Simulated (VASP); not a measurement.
**PtSb (relaxed from the zinc blende structure, space group F-43m): computed properties**

These are r2SCAN meta-GGA, VASP's PBE PAW potentials (set 64) (plane waves; VASP) values and carry that method's errors.

For PtSb, the space group is F-43m (216) and the cell comes out as a = b = c = 5.947 Å, α = β = γ = 90.00°. The volume per atom comes out as 26.29 Å³/atom, the band gap (over mesh and band path) is none (metal, semimetal or under 0.01 eV) and the density is 10.01 g/cm³.

PtSb is taken in the cubic space group F-43m (No. 216), the zinc blende structure, Pearson symbol cF8. Cell: a = b = c = 5.947 Å, α = β = γ = 90.00°. Pt on 4a sees 4 Sb at 2.575 Å (tetrahedral). Sb on 4d sees 4 Pt at 2.575 Å (tetrahedral). (Neighbours: up to the widest gap in distance over summed covalent radii, below 1.35, at either atom; cation-cation and far metal-metal contacts left out.)
(The calculation used a cell of 2 atoms; values per cell refer to that cell.)

Unless said otherwise, spin-orbit coupling is left out, though it shifts the bands of the heavy elements here.

The structure was generated: PtSb was put into the zinc blende type (F-43m), which need not be its known phase. It was relaxed first, which changed the volume by -18 %. Symmetry was kept, so distortions that lower it aren't found. The electron count is odd and the run is not spin-polarised, which forces a metal.
